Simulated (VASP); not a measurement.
# Tl2Ge3 (P6/mmm) in VASP: further runs

Aim: see how the results for Tl2Ge3 move with the level of theory and the settings. Levels: PBE, LDA. Tasks: relaxation of cell and atoms.

Program: VASP 6.6.1. These are calculated values, not measurements. Logs are shortened: lines on timing, memory, paths and dates and some standing lists are left out, and cuts for length are marked.

## Step 1: The structure

Symmetry: P6/mmm, No. 191, hexagonal system. Conventional cell: a = 3.937 Å, b = 3.937 Å, c = 9.392 Å, α = 90.00°, β = 90.00°, γ = 120.00°. Around Tl (site symmetry 6mm) lie 1 Tl at 2.73 Å. Ge (site symmetry -6m2) is surrounded by 6 Ge at 2.27 Å. Around Ge (site symmetry 6/mmm) lie 6 Ge at 2.27 Å.

The cell was built by a generator and needn't be a form met in nature.

## Step 2: Relaxation of cell and atoms, PBE

Input file INCAR:

```
PREC = Accurate ; ENCUT = 600
EDIFF = 1E-6 ; ISMEAR = 0
SIGMA = 0.05 ; LREAL = False
LASPH = True ; NELM = 100
ALGO = Normal ; ISIF = 3
LWAVE = False ; LCHARG = False
GGA = PE ; IBRION = 2
NSW = 60 ; EDIFFG = -0.01
```

Input file KPOINTS:

```
Automatic mesh
0
Gamma
  8 8 3
```

Input file POSCAR:

```
Tl2Ge3
1.0
    3.9367708600      0.0000000000      0.0000000000
   -1.9683854300      3.4093435700      0.0000000000
    0.0000000000      0.0000000000      9.3917310400
Tl Ge
2 3
Direct
    0.0000000000      0.0000000000      0.1453568500
    0.0000000000      0.0000000000      0.8546431500
    0.3333333300      0.6666666700      0.5000000000
    0.6666666700      0.3333333300      0.5000000000
    0.0000000000      0.0000000000      0.5000000000
```

Potentials or basis: VASP PAW PBE potentials, release 64 (Tl_d, Ge_d).

Launch:

```sh
$ cat potpaw_PBE.64/Tl_d/POTCAR potpaw_PBE.64/Ge_d/POTCAR > POTCAR
$ mpirun -np 1 vasp_std > vasp.out
```

OUTCAR:

```text
PREC = Accurate
   ENCUT = 600
   EDIFF = 1E-6
   ISMEAR = 0
   LREAL = False
   LASPH = True
   NELM = 100
   ISIF = 3
   GGA = PE
   IBRION = 2
   NSW = 60
   EDIFFG = -0.01

 ion  position               nearest neighbor table
   1  0.000  0.000  0.145-   2 2.73   5 3.33
   2  0.000  0.000  0.855-   1 2.73   5 3.33
   3  0.333  0.667  0.500-   4 2.27   5 2.27   4 2.27   5 2.27   5 2.27   4 2.27
   4  0.667  0.333  0.500-   3 2.27   5 2.27   3 2.27   5 2.27   5 2.27   3 2.27
   5  0.000  0.000  0.500-   3 2.27   4 2.27   3 2.27   4 2.27   4 2.27   3 2.27   1 3.33   2 3.33

  LATTYP: Found a hexagonal cell.
 ALAT       =     3.9367708600
 C/A-ratio  =     2.3856433036

  Lattice vectors:

 A1 = (   3.9367708600,   0.0000000000,   0.0000000000)
 A2 = (  -1.9683854300,   3.4093435700,   0.0000000000)
 A3 = (   0.0000000000,   0.0000000000,   9.3917310400)

Analysis of symmetry for initial positions (statically):
=====================================================================
 Subroutine PRICEL returns:
 Original cell was already a primitive cell.

 Routine SETGRP: Setting up the symmetry group for a
 hexagonal supercell.

 Subroutine GETGRP returns: Found 24 space group operations
 (whereof 24 operations were pure point group operations)
 out of a pool of 24 trial point group operations.

The static configuration has the point symmetry D_6h.

Analysis of symmetry for dynamics (positions and initial velocities):
=====================================================================
 Subroutine PRICEL returns:
 Original cell was already a primitive cell.

 Routine SETGRP: Setting up the symmetry group for a
 hexagonal supercell.

 Subroutine GETGRP returns: Found 24 space group operations
 (whereof 24 operations were pure point group operations)
 out of a pool of 24 trial point group operations.

The dynamic configuration has the point symmetry D_6h.

 Subroutine INISYM returns: Found 24 space group operations
 (whereof 24 operations are pure point group operations),
 and found     1 'primitive' translations

----------------------------------------------------------------------------------------

                                     Primitive cell

  volume of cell :     126.0540

  direct lattice vectors                    reciprocal lattice vectors
     3.936770860  0.000000000  0.000000000     0.254015292  0.146655797  0.000000000
    -1.968385430  3.409343570  0.000000000     0.000000000  0.293311595  0.000000000
     0.000000000  0.000000000  9.391731040     0.000000000  0.000000000  0.106476644

  length of vectors
     3.936770860  3.936770857  9.391731040     0.293311595  0.293311595  0.106476644

  position of ions in fractional coordinates (direct lattice)
     0.000000000  0.000000000  0.145356850
     0.000000000  0.000000000  0.854643150
     0.333333330  0.666666670  0.500000000
     0.666666670  0.333333330  0.500000000
     0.000000000  0.000000000  0.500000000

  ion indices of the primitive-cell ions
   primitive index   ion index
                 1           1
                 2           2
                 3           3
                 4           4
                 5           5

----------------------------------------------------------------------------------------

 KPOINTS: Automatic mesh

Automatic generation of k-mesh.
 Grid dimensions read from file:
 generate k-points for:    8    8    3

 Generating k-lattice:

  Cartesian coordinates                     Fractional coordinates (reciprocal lattice)
     0.031751912  0.018331975  0.000000000     0.125000000 -0.000000000  0.000000000
     0.000000000  0.036663949  0.000000000     0.000000000  0.125000000  0.000000000
     0.000000000  0.000000000  0.035492215     0.000000000  0.000000000  0.333333333

  Length of vectors
     0.036663949  0.036663949  0.035492215

  Shift w.r.t. Gamma in fractional coordinates (k-lattice)
     0.000000000  0.000000000  0.000000000

 Subroutine IBZKPT returns following result:
 ===========================================

 Found     20 irreducible k-points:

 Following reciprocal coordinates:
            Coordinates               Weight
  0.000000  0.000000  0.000000      1.000000
  0.125000 -0.000000  0.000000      6.000000
  0.250000 -0.000000  0.000000      6.000000
  0.375000  0.000000  0.000000      6.000000
  0.500000 -0.000000  0.000000      3.000000
  0.125000  0.125000  0.000000      6.000000
[... 12 lines left out ...]
  0.250000  0.250000  0.333333     12.000000
  0.375000  0.250000  0.333333     12.000000
   k-points           NKPTS =     20   k-points in BZ     NKDIM =     20   number of bands    NBANDS=     40
   number of dos      NEDOS =    301   number of ions     NIONS =      5
   total plane-waves  NPLWV =  81920
   dimension x,y,z NGX =    32 NGY =   32 NGZ =   80
   dimension x,y,z NGXF=    64 NGYF=   64 NGZF=  160
   ions per type =               2   3
   NGX,Y,Z   is equivalent  to a cutoff of  13.51, 13.51, 14.16 a.u.
   NGXF,Y,Z  is equivalent  to a cutoff of  27.03, 27.03, 28.32 a.u.
 SYSTEM =  unknown system
   PREC   = accura    normal or accurate (medium, high low for compatibility)
   ISTART =      0    job   : 0-new  1-cont  2-samecut
   ICHARG =      2    charge: 1-file 2-atom 10-const
   ISPIN  =      1    spin polarized calculation?
   LNONCOLLINEAR =      F non collinear calculations
   LSORBIT =      F    spin-orbit coupling
   LASPH  =      T    aspherical Exc in radial PAW
   ENCUT  =  600.0 eV  44.10 Ry    6.64 a.u.   7.86  7.86 18.76*2*pi/ulx,y,z
   NELM   =    100;   NELMIN=  2; NELMDL= -5     # of ELM steps
   EDIFF  = 0.1E-05   stopping-criterion for ELM
   LREAL  =      F    real-space projection
   EDIFFG = -.1E-01   stopping-criterion for IOM
   NSW    =     60    number of steps for IOM
   IBRION =      2    ionic relax: 0-MD 1-quasi-New 2-CG
   NFREE  =      1    steps in history (QN), initial steepest desc. (CG)
   ISIF   =      3    stress and relaxation
   ISYM   =      2    0-nonsym 1-usesym 2-fastsym
   POTIM  = 0.5000    time-step for ionic-motion
   TEBEG  =    0.0;   TEEND  =   0.0 temperature during run
   PSTRESS=    0.0 pullay stress
   NELECT =      68.0000    total number of electrons
   NUPDOWN=      -1.0000    fix difference up-down
   EMIN   =  10.00;   EMAX   =-10.00  energy-range for DOS
   EFERMI =   0.00;   METHOD = LEGACY
   ISMEAR =     0;   SIGMA  =   0.05  broadening in eV -4-tet -1-fermi 0-gaus
   EFERMI_NEDOS =   21; number of points for ismear=-14 and -15
   IALGO  =     38    algorithm
   IMIX   =      4    mixing-type and parameters
     AMIX     =   0.40;   BMIX     =  1.00
     AMIX_MAG =   1.60;   BMIX_MAG =  1.00
  volume/ion in A,a.u.               =      25.21       170.13
  Fermi-wavevector in a.u.,A,eV,Ry     =   1.332679  2.518399 24.164407  1.776034
  Thomas-Fermi vector in A             =   2.461596
   LORBIT       =      0    0 simple, 1 ext, 2 COOP (PROOUT), +10 PAW based schemes
   GGA     = PE    functional components
   LHFCALC =     F    Hartree Fock is set to
   AEXX    =    0.0000 exact exchange contribution
   IVDW    =     0    specifies the selected vdW correction
   LEPSILON=     F    determine dielectric tensor
   LRPA    =     F    only Hartree local field effects (RPA)
 conjugate gradient relaxation of ions
 non-spin polarized calculation
 Gauss-broadening in eV      SIGMA  =   0.05
  energy-cutoff  :      600.00
  volume of cell :      126.05
 maximum number of plane-waves:      4237
 NGX is ok and might be reduce to    32
   NGX = 15   NGY = 15   NGZ = 37

--------------------------------------- Ionic step        1  -------------------------------------------

 number of electron      67.9999992 magnetization

 Free energy of the ion-electron system (eV)
  ---------------------------------------------------
  ext. energy  EPLUGINS =         0.00000000
  ---------------------------------------------------
  free energy    TOTEN  =        -9.86980225 eV

  energy without entropy =       -9.86656221  energy(sigma->0) =       -9.86818223

 E-fermi :   5.8390     XC(G=0):  -9.8077

 val. band max:        5.8181861830   @ k =   0.2500   0.1250   0.0000
 cond. band min:       5.8440668339   @ k =   0.2500   0.1250   0.0000
 fundamental gap:      0.0258806509
 Fermi energy:         5.8390414715

 k-point     1 :       0.0000    0.0000    0.0000
  band No.  band energies     occupation
      1     -20.0793      2.00000
      2     -19.9071      2.00000
      3     -19.9071      2.00000
      4     -19.7025      2.00000
      5     -19.7025      2.00000
      6     -19.6914      2.00000
[... 949 lines left out ...]
 POSITION                                       TOTAL-FORCE (eV/Angst)
 -----------------------------------------------------------------------------------
      0.00000      0.00000      1.44204        -0.000000      0.000000      1.298395
      2.35861      4.08524      8.13418         0.000000     -0.000000     -1.298395
     -0.00000      2.72349      4.78811         0.000000     -0.000000     -0.000000
      2.35861      1.36175      4.78811        -0.000000     -0.000000      0.000000
      0.00000      0.00000      4.78811        -0.000000     -0.000000     -0.000000
 -----------------------------------------------------------------------------------
    total drift:                                0.000000     -0.000000      0.000000

  FREE ENERGIE OF THE ION-ELECTRON SYSTEM (eV)
  ---------------------------------------------------
  free  energy   TOTEN  =       -15.2824691323 eV

  energy  without entropy=      -15.2813111933  energy(sigma->0) =      -15.28189016

[... ionic steps 4 to 27 ...]

--------------------------------------- Ionic step       28  -------------------------------------------

 number of electron      67.9999971 magnetization

------------------------ aborting loop because EDIFF is reached ----------------------------------------

  FORCE on cell =-STRESS in cart. coord.  units (eV):
  Direction    XX          YY          ZZ          XY          YZ          ZX
  --------------------------------------------------------------------------------------
  -------------------------------------------------------------------------------------
  Total        0.0206650      0.0206650     -0.0157212     -0.0000000      0.0000000      0.0000000
  in kB        0.1783915      0.1783915     -0.1357139     -0.0000000      0.0000000      0.0000000
  external PRESSURE =       0.0736897 kB  Pullay stress =       0.0000000 kB

 VOLUME and BASIS-vectors are now :
 -----------------------------------------------------------------------------
  energy-cutoff  :      600.00
  volume of cell :      185.60
      direct lattice vectors                 reciprocal lattice vectors
     4.768966702 -0.000000000 -0.000000000     0.209689030  0.121064018  0.000000000
    -2.384483351  4.130046308 -0.000000000     0.000000000  0.242128036  0.000000000
     0.000000000 -0.000000000  9.423092315     0.000000000  0.000000000  0.106122276
[... 40 lines left out ...]
 POSITION                                       TOTAL-FORCE (eV/Angst)
 -----------------------------------------------------------------------------------
      0.00000     -0.00000      1.79007         0.000000     -0.000000      0.010418
      0.00000     -0.00000      7.63350        -0.000000      0.000000     -0.010418
     -0.00000      2.75322      4.71179         0.000000     -0.000000     -0.000000
      2.38436      1.37661      4.71179        -0.000000      0.000000      0.000000
      0.00000     -0.00000      4.71179        -0.000000     -0.000000     -0.000000
 -----------------------------------------------------------------------------------
    total drift:                                0.000000      0.000000     -0.000000

  FREE ENERGIE OF THE ION-ELECTRON SYSTEM (eV)
  ---------------------------------------------------
  free  energy   TOTEN  =       -15.7508514041 eV

  energy  without entropy=      -15.7498914584  energy(sigma->0) =      -15.75037143

--------------------------------------- Ionic step       30  -------------------------------------------

 number of electron      67.9999971 magnetization

 Free energy of the ion-electron system (eV)
  ---------------------------------------------------
  ext. energy  EPLUGINS =         0.00000000
  ---------------------------------------------------
  free energy    TOTEN  =       -15.75087911 eV

  energy without entropy =      -15.74990729  energy(sigma->0) =      -15.75039320

 E-fermi :   3.0624     XC(G=0):  -8.0496

 val. band max:        2.9698287719   @ k =   0.2500   0.2500   0.0000
 cond. band min:       3.0628366246   @ k =   0.5000  -0.0000   0.3333
 fundamental gap:      0.0930078527
 Fermi energy:         3.0624455776

 k-point     1 :       0.0000    0.0000    0.0000
  band No.  band energies     occupation
      1     -22.0539      2.00000
      2     -22.0413      2.00000
      3     -22.0413      2.00000
      4     -22.0098      2.00000
      5     -22.0098      2.00000
      6     -21.9865      2.00000
[... 871 lines left out ...]
 POSITION                                       TOTAL-FORCE (eV/Angst)
 -----------------------------------------------------------------------------------
      0.00000     -0.00000      1.79182         0.000000     -0.000000      0.005887
     -2.38458      4.13022      7.63338        -0.000000      0.000000     -0.005887
     -0.00000      2.75348      4.71260        -0.000000     -0.000000      0.000000
      2.38458      1.37674      4.71260         0.000000     -0.000000     -0.000000
      2.38458      4.13022      4.71260        -0.000000     -0.000000     -0.000000
 -----------------------------------------------------------------------------------
    total drift:                                0.000000     -0.000000     -0.000000

  FREE ENERGIE OF THE ION-ELECTRON SYSTEM (eV)
  ---------------------------------------------------
  free  energy   TOTEN  =       -15.7508791073 eV

  energy  without entropy=      -15.7499072927  energy(sigma->0) =      -15.75039320

 reached required accuracy - stopping structural energy minimisation
```

Run time: 18 min. Hardware: 1 thread of Intel Xeon 6975P-C (Granite Rapids), shared host; peak memory 0.34 GiB.

Results:

* Free energy: -15.7509 eV
* Relaxed volume: 37.13 Å³/atom
* Relaxed cell: a = 4.769 Å, b = 4.769 Å, c = 9.425 Å, α = 90.00°, β = 90.00°, γ = 120.00°
* Space group after relaxing (to 0.05 Å): P6/mmm (No. 191)
* Energy gained by relaxing: 1176.2 meV/atom
* Ionic steps: 30
* Pressure after relaxing: 0.0 GPa
* Largest force after relaxing: 0.006 eV/Å
* Band gap on the k mesh: none (metal or under the smearing width)

Forces on the atoms (eV/Å):
```
Tl   0.000  0.000  0.006
Tl   0.000  0.000 -0.006
Ge   0.000  0.000  0.000
Ge   0.000  0.000  0.000
Ge   0.000  0.000  0.000
```

Step by step:
| step | energy change (eV) | largest force (eV/Å) | pressure (GPa) | volume (Å³) |
| --- | --- | --- | --- | --- |
| 1 | 0.0000 | 1.6311 | 29.86 | 126.05 |
| 2 | -4.7697 | 1.2588 | -3.46 | 228.05 |
| 3 | -5.4127 | 1.2984 | 0.11 | 184.54 |
| 4 | -5.4167 | 1.2690 | -0.78 | 189.85 |
| 5 | -5.4200 | 1.2809 | -0.41 | 187.53 |
| 6 | -5.5576 | 0.9621 | -0.52 | 186.09 |
| 7 | -5.8189 | 0.4396 | -0.07 | 181.81 |
| 8 | -5.2949 | 2.0461 | 3.71 | 173.25 |
| 9 | -5.8530 | 0.2699 | 0.20 | 180.43 |
| 10 | -5.8624 | 0.0531 | 0.65 | 178.93 |
| 11 | -5.8648 | 0.0549 | 0.50 | 179.40 |
| 12 | -5.8738 | 0.0946 | -0.14 | 184.45 |
| 13 | -5.8738 | 0.0954 | -0.16 | 184.38 |
| 14 | -5.8783 | 0.1031 | -0.14 | 185.50 |
| 15 | -5.8784 | 0.1046 | -0.12 | 185.63 |
| 16 | -5.8804 | 0.0303 | 0.06 | 184.55 |
| 17 | -5.8803 | 0.0172 | 0.11 | 184.37 |
| 18 | -5.8804 | 0.0230 | 0.13 | 184.43 |
| 19 | -5.8808 | 0.0099 | 0.00 | 185.38 |
| 20 | -5.8808 | 0.0015 | 0.01 | 185.15 |
| 21 | -5.8808 | 0.0012 | 0.04 | 185.08 |
| 22 | -5.8808 | 0.0011 | 0.05 | 185.11 |
| 23 | -5.8808 | 0.0020 | 0.04 | 185.13 |
| 24 | -5.8810 | 0.0147 | -0.03 | 185.69 |
| 25 | -5.8810 | 0.0138 | -0.01 | 185.64 |
| 26 | -5.8810 | 0.0137 | -0.01 | 185.66 |
| 27 | -5.8810 | 0.0142 | -0.02 | 185.68 |
| 28 | -5.8810 | 0.0106 | 0.01 | 185.60 |
| 29 | -5.8810 | 0.0104 | 0.02 | 185.59 |
| 30 | -5.8811 | 0.0059 | 0.02 | 185.65 |

Final structure:
```yaml
crystal:
  lattice:
    - [4.76916, 0.00000, 0.00000]
    - [-2.38458, 4.13022, 0.00000]
    - [0.00000, 0.00000, 9.42520]
  atoms:
    - { symbol: Tl, position: [0.00000, 0.00000, 0.19011] }
    - { symbol: Tl, position: [0.00000, 0.00000, 0.80989] }
    - { symbol: Ge, position: [0.33333, 0.66667, 0.50000] }
    - { symbol: Ge, position: [0.66667, 0.33333, 0.50000] }
    - { symbol: Ge, position: [0.00000, 0.00000, 0.50000] }
```

Caveat: the volume moved by over 15 % at a fixed basis, so the end points are rough.

[end of part 1 of 2]
